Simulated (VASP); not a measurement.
Runs of VASP 6.6.1 on K. The structure is cubic, space group Im-3m (No. 229). The conventional cell has a = 5.236 Å, b = 5.236 Å, c = 5.236 Å, α = 90.00°, β = 90.00°, γ = 90.00°. 

```tsv
level	potentials or basis	gap on the mesh (eV)	pressure (GPa)	relaxed volume (Å³/atom)
PBE+D3(BJ)	VASP PAW PBE potentials, release 64 (K_sv)	none	0.0	68.86
RPBE	VASP PAW PBE potentials, release 64 (K_sv)	none	0.0	80.32
PBEsol	VASP PAW PBE potentials, release 64 (K_sv)	none	0.0	(a)
PBE	VASP PAW PBE potentials, release 64 (K_sv)	none	0.0	73.69
LDA	VASP PAW LDA potentials, release 64 (K_sv)	none	0.0	(b)
```

Alike in all rows: task relaxation of cell and atoms; no spin polarisation; cell relaxed; k mesh 12 × 12 × 12; cutoff (eV) 600; smearing gaussian 0.1 eV.

Q: Fill in the values left out.

A: (a) 70.98; (b) 64.24.

Caveats: the PAW data sets were made with another functional, which shifts forces and pressure a little (some runs); pairwise dispersion overbinds metals, which lowers pressure and volume (some runs); the volume moved by +12 % from the deposited cell, more than functionals usually miss (some runs); the volume moved by -10 % from the deposited cell, more than functionals usually miss (some runs).

A k mesh can miss the band edges.

A gap of «none» marks a metal or a gap under the smearing width.

Not every run made on this cell is shown here.
